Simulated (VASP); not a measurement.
Computed with PBEsol GGA, VASP's PBE PAW potentials (set 64) (plane waves; VASP 6.6.1).

Input for VASP

### KPOINTS
```
Automatic mesh
0
gamma
  12 12 12
0 0 0
```

### INCAR
```
LCHARG = .FALSE.
EDIFFG = -0.01
LASPH = .TRUE.   # aspherical one-centre terms
PREC = Accurate
NSW = 40
SYSTEM = GdN
LREAL = .FALSE.   # projection in real space or not
ISMEAR = 1   # Methfessel-Paxton
NELM = 100
EDIFF = 1E-7   # SCF stop (eV)
IBRION = 2
GGA = PS   # PBEsol
ISIF = 3
PSTRESS = 200   # kbar
ENCUT = 600
ALGO = Normal   # blocked Davidson
LMAXMIX = 6   # l cut-off of mixed one-centre charges
LWAVE = .FALSE.
SIGMA = 0.1   # width (eV)
```

### POSCAR
```
GdN
1
   -0.0000000000     2.3837300589     2.3837300589
    2.3837300589    -0.0000000000     2.3837300589
    2.3837300589     2.3837300589     0.0000000000
Gd N
1 1
Direct
  0.0000000000   0.0000000000   0.0000000000
  0.5000000000   0.5000000000   0.5000000000
```

POTCAR, in this order: Gd_3 N (PBE.64 set). Program: vasp_std.

Problem. What will the output report for the number of irreducible k-points (NKPTS), number of bands (NBANDS), largest plane-wave count, number of space-group operations, FFT grid (NGX, NGY, NGZ)?

Solution. 
The number of irreducible k-points (NKPTS) comes out as 72 and the number of bands (NBANDS) comes out as 11. The largest plane-wave count is 934, the number of space-group operations is 48 and the FFT grid (NGX, NGY, NGZ) is 28 × 28 × 28.

The compound is GdN in the rock salt structure. It was relaxed first under an external pressure of 20 GPa. The 4f electrons are frozen in the core of the lanthanide potential, so 4f levels, which can set the real gap, and their magnetism are missing.
